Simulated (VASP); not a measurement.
A VASP calculation is set up with these files.

**INCAR**
```
GGA = PE   ! PBE
PREC = Normal
SYSTEM = Si
NELM = 100
LWAVE = .TRUE.
EDIFF = 1E-8   ! SCF stop (eV)
LASPH = .TRUE.   ! aspherical one-centre terms
ENCUT = 350   ! plane-wave cut-off (eV)
LREAL = .FALSE.   ! projection in real space or not
SIGMA = 0.01   ! width (eV)
ALGO = Normal   ! blocked Davidson
ISMEAR = 0
LCHARG = .FALSE.
```

File KPOINTS:
```
Automatic mesh
0
Gamma
4 4 4
0 0 0
```

POSCAR:
```
Si
1
    0.0000000000     2.7512340000     2.7512340000
    2.7512340000     0.0000000000     2.7512340000
    2.7512340000     2.7512340000     0.0000000000
Si
2
Direct
  0.0000000000   0.0000000000   0.0000000000
  0.2500000000   0.2500000000   0.2500000000
```

POTCAR, in this order: Si_GW (PBE.64 set). Program: vasp_std.

Question: Translate this PBE calculation to Ansatz.

Answer: One equivalent input (not run):
Ansatz 0.2 input:
```yaml
crystal:
  lattice:
    - [0.0000000, 2.7512340, 2.7512340]
    - [2.7512340, 0.0000000, 2.7512340]
    - [2.7512340, 2.7512340, 0.0000000]
  atoms:
    - { symbol: Si, position: [0.0000000, 0.0000000, 0.0000000] }
    - { symbol: Si, position: [0.2500000, 0.2500000, 0.2500000] }
kpoints:
  mp_grid: { grid: [4, 4, 4] }
hamiltonian:
  xc: pbe
  pseudopotentials: { kind: paw }
scf:
  occupations: { method: gaussian, width: 0.01 }
  max_iter: 100
output: { forces: true, stress: true, eigenvalues: true }
```
What does not carry over: each code has its own PAW files, so the cut-off isn't converted (ENCUT is set for VASP's; basis.ecutwfc is left out, and Ansatz then takes the one that its files recommend); Ansatz stops its SCF on the density residual and VASP on the energy change (EDIFF).

The compound is Si in the diamond structure. This cell is one point of a volume scan, at 1.04 of the reference volume. The k-mesh is coarse (spacing up to 0.49 per Å, 2π included), so the numbers may not be converged in it.
